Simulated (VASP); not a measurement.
All values below come from r2SCAN+rVV10, VASP's PBE PAW potentials (set 64) (plane waves; VASP 6.6.1).

VASP ran on this input.

INCAR:
```
SYSTEM = HfB2
PREC = Accurate
ENCUT = 520
EDIFF = 1E-7
NELM = 100
ALGO = Normal
LREAL = .FALSE.
LASPH = .TRUE.
ISMEAR = 1
SIGMA = 0.1
METAGGA = R2SCAN
LUSE_VDW = .TRUE.
BPARAM = 11.95
CPARAM = 0.0093
LMIXTAU = .TRUE.
LMAXMIX = 6
LWAVE = .FALSE.
LCHARG = .FALSE.
ISIF = 4
IBRION = 2
NSW = 30
EDIFFG = -0.01
```

KPOINTS:
```
K-points
0
gamma
 11 11 9
0 0 0
```

**POSCAR**
```
HfB2
1.0
  1.5329583293  -2.6551619373   0.0000000000
  1.5329583293   2.6551619373   0.0000000000
  0.0000000000   0.0000000000   3.4058401752
Hf B
1 2
Cartesian
  3.0659166586   0.0000000000   0.0000000000
  1.5329583293   0.8850557492   1.7029200876
  1.5329583293  -0.8850557492   1.7029200876
```

POTCAR, in this order: Hf_pv B (PBE.64 set). Program: vasp_std.

What VASP printed:

OSZICAR:
```
       N       E                     dE             d eps       ncg     rms          rms(c)
DAV:   1    -0.708679913298E+01   -0.70868E+01   -0.88424E+03  1928   0.133E+03
DAV:   2    -0.661130018290E+02   -0.59026E+02   -0.55701E+02  2472   0.253E+02
DAV:   3    -0.679649406820E+02   -0.18519E+01   -0.18088E+01  2520   0.341E+01
DAV:   4    -0.679837322921E+02   -0.18792E-01   -0.18663E-01  2316   0.323E+00
DAV:   5    -0.679838931735E+02   -0.16088E-03   -0.16087E-03  2500   0.269E-01    0.644E+01
DAV:   6    -0.628452994085E+02    0.51386E+01   -0.48368E+00  2344   0.184E+01    0.437E+01
DAV:   7    -0.626256330102E+02    0.21967E+00   -0.14680E+00  2444   0.115E+01    0.629E+00
DAV:   8    -0.627414774498E+02   -0.11584E+00   -0.79381E-01  2152   0.112E+01    0.578E+00
DAV:   9    -0.627129418159E+02    0.28536E-01   -0.71090E-01  2316   0.816E+00    0.644E+00
DAV:  10    -0.628233792140E+02   -0.11044E+00   -0.89560E-02  2260   0.258E+00    0.119E+00
DAV:  11    -0.628354747559E+02   -0.12096E-01   -0.25676E-02  2264   0.163E+00    0.518E-01
DAV:  12    -0.628367654233E+02   -0.12907E-02   -0.13068E-03  2280   0.354E-01    0.808E-02
DAV:  13    -0.628371229821E+02   -0.35756E-03   -0.40220E-04  2276   0.206E-01    0.403E-02
DAV:  14    -0.628370733592E+02    0.49623E-04   -0.17058E-04  2180   0.157E-01    0.119E-01
DAV:  15    -0.628371316721E+02   -0.58313E-04   -0.24138E-05  2292   0.488E-02    0.591E-02
DAV:  16    -0.628371484426E+02   -0.16771E-04   -0.16649E-05  2280   0.411E-02    0.409E-03
DAV:  17    -0.628371481101E+02    0.33249E-06   -0.81357E-07  2388   0.924E-03    0.249E-03
DAV:  18    -0.628371482785E+02   -0.16845E-06   -0.38452E-08  1188   0.201E-03    0.332E-03
DAV:  19    -0.628371484105E+02   -0.13197E-06   -0.19389E-07  1816   0.488E-03    0.793E-04
DAV:  20    -0.628371483993E+02    0.11169E-07   -0.50872E-09  1096   0.884E-04
   1 F= -.62837148E+02 E0= -.62837150E+02  d E =-.628371E+02
       N       E                     dE             d eps       ncg     rms          rms(c)
DAV:   1    -0.628388495976E+02   -0.17012E-02   -0.11482E-01  2052   0.305E+00    0.434E-01
DAV:   2    -0.628379779832E+02    0.87161E-03   -0.15406E-03  2336   0.373E-01    0.190E-01
DAV:   3    -0.628379891264E+02   -0.11143E-04   -0.29465E-04  2356   0.177E-01    0.622E-02
DAV:   4    -0.628379268515E+02    0.62275E-04   -0.11352E-04  2368   0.998E-02    0.338E-02
DAV:   5    -0.628379455457E+02   -0.18694E-04   -0.54336E-05  2144   0.813E-02    0.130E-02
DAV:   6    -0.628379566487E+02   -0.11103E-04   -0.18609E-05  2068   0.477E-02    0.959E-03
DAV:   7    -0.628379578436E+02   -0.11950E-05   -0.35693E-06  2056   0.204E-02    0.521E-03
DAV:   8    -0.628379587380E+02   -0.89435E-06   -0.67512E-07  2184   0.800E-03    0.444E-04
DAV:   9    -0.628379583568E+02    0.38116E-06   -0.50264E-08  1068   0.238E-03    0.343E-04
DAV:  10    -0.628379585093E+02   -0.15249E-06   -0.41780E-09  1040   0.642E-04    0.180E-04
DAV:  11    -0.628379584332E+02    0.76155E-07   -0.64798E-09  1032   0.882E-04
   2 F= -.62837958E+02 E0= -.62837905E+02  d E =-.810034E-03
       N       E                     dE             d eps       ncg     rms          rms(c)
DAV:   1    -0.628380487674E+02   -0.90258E-04   -0.46444E-03  2052   0.614E-01    0.872E-02
DAV:   2    -0.628380119786E+02    0.36789E-04   -0.62311E-05  2340   0.750E-02    0.373E-02
DAV:   3    -0.628380132913E+02   -0.13128E-05   -0.11875E-05  2352   0.355E-02    0.124E-02
DAV:   4    -0.628380111147E+02    0.21766E-05   -0.46847E-06  2372   0.203E-02    0.674E-03
DAV:   5    -0.628380126484E+02   -0.15337E-05   -0.20414E-06  2124   0.158E-02    0.277E-03
DAV:   6    -0.628380127513E+02   -0.10295E-06   -0.64483E-07  2040   0.889E-03    0.195E-03
DAV:   7    -0.628380131293E+02   -0.37799E-06   -0.14711E-07  1488   0.418E-03    0.103E-03
DAV:   8    -0.628380129859E+02    0.14340E-06   -0.29952E-08  1008   0.163E-03    0.144E-04
DAV:   9    -0.628380130815E+02   -0.95548E-07   -0.26636E-09   992   0.488E-04
   3 F= -.62838013E+02 E0= -.62837970E+02  d E =-.864682E-03
```

OUTCAR:
```
------------------------ aborting loop because EDIFF is reached ----------------------------------------
  FORCE on cell =-STRESS in cart. coord.  units (eV):
  Direction    XX          YY          ZZ          XY          YZ          ZX
  --------------------------------------------------------------------------------------
  Total        3.1657834      3.1657840      3.1654041      0.0000000      0.0000000      0.0000000
  in kB      182.9431516    182.9431852    182.9212312      0.0000000      0.0000000      0.0000000
  external PRESSURE =     182.9358560 kB  Pullay stress =       0.0000000 kB
  volume of cell :       27.73
      direct lattice vectors                 reciprocal lattice vectors
     1.535917920 -2.660288119 -0.000000000     0.325538229 -0.187949567 -0.000000000
     1.535917920  2.660288119 -0.000000000     0.325538229  0.187949567 -0.000000000
     0.000000000  0.000000000  3.392727234     0.000000000  0.000000000  0.294748128
 POSITION                                       TOTAL-FORCE (eV/Angst)
 -----------------------------------------------------------------------------------
      0.00000      0.00000      3.39273        -0.000000      0.000000      0.000000
      1.53592      0.88676      1.69636         0.000000      0.000000      0.000000
      1.53592     -0.88676      1.69636        -0.000000     -0.000000     -0.000000
 -----------------------------------------------------------------------------------
    total drift:                                0.000000     -0.000000      0.000000
  FREE ENERGIE OF THE ION-ELECTRON SYSTEM (eV)
  ---------------------------------------------------
  free  energy   TOTEN  =       -62.8380130815 eV

  energy  without entropy=      -62.8378845631  energy(sigma->0) =      -62.83797024

 reached required accuracy - stopping structural energy minimisation
```
(Selected blocks of OUTCAR.)

CONTCAR:
```
HfB2
   1.00000000000000
     1.5359179200569537   -2.6602881185815517   -0.0000000000000000
     1.5359179200569537    2.6602881185815517   -0.0000000000000000
     0.0000000000000000    0.0000000000000000    3.3927272343500627
  Hf              B
     1     2
Direct
     0.0000000000000000    0.0000000000000000    1.0000000000000000
     0.3333330000000032    0.6666669999999968    0.5000000000000000
     0.6666669999999968    0.3333330000000032    0.5000000000000000
```

The compound is HfB2 in the AlB2 type structure. This cell is one point of a volume scan, at 0.94 of the reference volume. Symmetry was kept, so distortions that lower it aren't found.
